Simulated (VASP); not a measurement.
Computed with PBEsol GGA, VASP's PBE PAW potentials (set 64) (plane waves; VASP 6.6.1).

The input files of a VASP run:

**KPOINTS**
```
Automatic mesh
0
Gamma
16 16 9
0 0 0
```

**POSCAR**
```
Ru
1.0
  1.3340846785  -2.3107026000   0.0000000000
  1.3340846785   2.3107026000   0.0000000000
  0.0000000000   0.0000000000   4.2062952539
Ru
2
Cart
  1.3340846785   0.7702357405   1.0515738135
  1.3340846785  -0.7702357405   3.1547214404
```

INCAR:
```
ALGO = Normal
EDIFF = 1E-6
EDIFFG = -0.02
ENCUT = 500
GGA = PS
IBRION = 2
ISIF = 3
ISMEAR = 1
LASPH = .TRUE.
LCHARG = .FALSE.
LMAXMIX = 4
LREAL = .FALSE.
LWAVE = .FALSE.
NELM = 100
NSW = 40
PREC = Accurate
PSTRESS = 100
SIGMA = 0.1
SYSTEM = Ru
```

POTCAR, in this order: Ru_pv (PBE.64 set). Program: vasp_std.

Output

### OSZICAR
```
       N       E                     dE             d eps       ncg     rms          rms(c)
DAV:   1     0.278435158773E+03    0.27844E+03   -0.17699E+04  5400   0.169E+03
DAV:   2    -0.154816105003E+02   -0.29392E+03   -0.28818E+03  5748   0.491E+02
DAV:   3    -0.218145176364E+02   -0.63329E+01   -0.61487E+01  5672   0.778E+01
DAV:   4    -0.218792233674E+02   -0.64706E-01   -0.64502E-01  6676   0.687E+00
DAV:   5    -0.218802054447E+02   -0.98208E-03   -0.98183E-03  5854   0.737E-01    0.215E+01
DAV:   6    -0.204538309775E+02    0.14264E+01   -0.36207E+00  5456   0.201E+01    0.583E+00
DAV:   7    -0.203358876572E+02    0.11794E+00   -0.36045E-01  5566   0.573E+00    0.114E+00
DAV:   8    -0.203251862397E+02    0.10701E-01   -0.75857E-03  5518   0.107E+00    0.340E-01
DAV:   9    -0.203244281566E+02    0.75808E-03   -0.11399E-03  6768   0.390E-01    0.424E-02
DAV:  10    -0.203244496224E+02   -0.21466E-04   -0.31082E-05  6072   0.551E-02    0.110E-02
DAV:  11    -0.203244496661E+02   -0.43708E-07   -0.23390E-06  4264   0.150E-02
   1 F= -.18705823E+02 E0= -.18706055E+02  d E =-.187058E+02
```

OUTCAR:
```
------------------------ aborting loop because EDIFF is reached ----------------------------------------
  FORCE on cell =-STRESS in cart. coord.  units (eV):
  Direction    XX          YY          ZZ          XY          YZ          ZX
  --------------------------------------------------------------------------------------
  Total        1.5908030      1.5908032      1.6351175      0.0000000     -0.0000000      0.0000000
  in kB       98.2810467     98.2810599    101.0188334      0.0000000     -0.0000000      0.0000000
  external PRESSURE =      -0.8063533 kB  Pullay stress =     100.0000000 kB
  volume of cell :       25.93
      direct lattice vectors                 reciprocal lattice vectors
     1.334084679 -2.310702600  0.000000000     0.374788803 -0.216384402  0.000000000
     1.334084679  2.310702600  0.000000000     0.374788803  0.216384402  0.000000000
     0.000000000  0.000000000  4.206295254     0.000000000  0.000000000  0.237738898
 POSITION                                       TOTAL-FORCE (eV/Angst)
 -----------------------------------------------------------------------------------
      1.33408      0.77024      1.05157        -0.000000      0.000000      0.000000
      1.33408     -0.77024      3.15472         0.000000     -0.000000      0.000000
 -----------------------------------------------------------------------------------
    total drift:                               -0.000000      0.000486     -0.000045
  FREE ENERGIE OF THE ION-ELECTRON SYSTEM (eV)
  ---------------------------------------------------
  free  energy   TOTEN  =       -20.3244496661 eV

  energy  without entropy=      -20.3251442179  energy(sigma->0) =      -20.32468118
  enthalpy is  TOTEN    =       -18.7058232764 eV   P V=        1.6186263897

 reached required accuracy - stopping structural energy minimisation
```
(Selected blocks of OUTCAR.)

The compound is Ru in the hcp structure. It was relaxed first under an external pressure of 10 GPa.
